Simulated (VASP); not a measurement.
## Ga₃InP₄ (ordered alloy cell): computed properties

The numbers are results of PBEsol GGA, VASP's PBE PAW potentials (set 64) (plane waves; VASP), not measurements.

For Ga3InP4, the space group is P-43m (215) and the cell is a = b = c = 5.545 Å, α = β = γ = 90.00°. The volume per atom is 21.31 Å^3/atom. The band gap (over mesh and band path) is 1.17 eV. The smallest direct gap (over mesh and band path) comes out as 1.17 eV. The band-edge character is direct, Γ to Γ. The density is 4.36 g/cm³.

```yaml
crystal:
  lattice:
    - [5.54515, 0.00000, 0.00000]
    - [0.00000, 5.54515, 0.00000]
    - [0.00000, 0.00000, 5.54515]
  atoms:
    - { symbol: In, position: [0.00000, 0.00000, 0.00000] }
    - { symbol: P, position: [0.26032, 0.26032, 0.26032] }
    - { symbol: P, position: [0.73968, 0.73968, 0.26032] }
    - { symbol: P, position: [0.73968, 0.26032, 0.73968] }
    - { symbol: P, position: [0.26032, 0.73968, 0.73968] }
    - { symbol: Ga, position: [0.50000, 0.50000, 0.00000] }
    - { symbol: Ga, position: [0.50000, 0.00000, 0.50000] }
    - { symbol: Ga, position: [0.00000, 0.50000, 0.50000] }
```

Unless said otherwise, spin-orbit coupling is left out, though it shifts the bands of the heavy elements here.

The structure was generated: Ga3InP4 was put into an ordered model structure (P-43m), which need not be its known phase. It was relaxed first. Symmetry was kept, so distortions that lower it aren't found.
